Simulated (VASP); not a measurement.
Set up this calculation in VASP 6.6.1, as the native input.

```yaml
Task: single point
Functional: PBEsol
Potentials_or_basis: VASP PAW PBE potentials, release 64 (Sc_sv, C)
Cutoff: 520 eV
k_mesh: 3 × 2 × 3
Occupations: gaussian, width 0.1 eV
Spin: no spin polarisation
Dipole_correction: no
Further_INCAR_settings: ALGO = Fast; EDIFF = 1e-06; NBANDS = 80
```

The structure of Sc12C (a cell with a defect) lies in POSCAR:

```
Sc12C
1.0
    6.6200000000      0.0000000000      0.0000000000
   -4.9650000000      8.5996320000      0.0000000000
    0.0000000000      0.0000000000      5.2761400000
Sc C
12 1
Direct
    0.0000370316     -0.0037701613     -0.0009630146
    0.1747107357      0.2305468420      0.4919626848
    0.0092960022      0.3362949717      0.0132797841
    0.1677013638      0.5508348497      0.4874173164
    0.0057367329      0.6730576378     -0.0069298768
    0.1721092949      0.8920103790      0.4954570955
    0.4962996981     -0.0021039272      0.0061541202
    0.6622782924      0.2168727685      0.5087806616
    0.5004478833      0.3393391717      0.0143790726
    0.6588494429      0.5538224194      0.4887538996
    0.4937463314      0.6599199826      0.0097470878
    0.6685075092      0.8941318652      0.5027739977
    0.3340871799      0.4452409126      1.2508337535
```

The cell was built by a generator and needn't be a form met in nature.

The input as run:

INCAR

```
PREC     = Accurate       # precision mode
ENCUT    = 520            # plane-wave cutoff, eV
EDIFF    = 1E-6           # SCF threshold, eV
ISMEAR   = 0              # smearing method
SIGMA    = 0.1            # smearing width, eV
LREAL    = F              # projectors in reciprocal space
LASPH    = T              # aspherical terms in the spheres
NELM     = 100            # most SCF steps
ALGO     = Fast           # electronic algorithm
ISIF     = 2              # what is computed and relaxed
LWAVE    = F              # write WAVECAR
LCHARG   = F              # write CHGCAR
GGA      = PS             # functional
NBANDS   = 80             # bands
```

KPOINTS

```
Automatic mesh
0
Gamma
  3 2 3
```

Potentials or basis: VASP PAW PBE potentials, release 64 (Sc_sv, C).

Launch:

```sh
$ cat potpaw_PBE.64/Sc_sv/POTCAR potpaw_PBE.64/C/POTCAR > POTCAR
$ mpirun -np 1 vasp_std > vasp.out
```

It gave:

```json
{
 "Pressure": "-1.6 GPa",
 "Largest force": "0.048 eV/Å",
 "Band gap on the k mesh": "none (metal or under the smearing width)"
}
```

Caveat: the k mesh is coarse (spacing up to 0.40 Å⁻¹), so the values aren't converged; the PAW data sets were made with another functional, which shifts forces and pressure a little.

It took 7.8 min on 1 thread of Intel(R) Xeon(R) 6975P-C (Granite Rapids), on a shared host, peak memory 0.5 GiB.
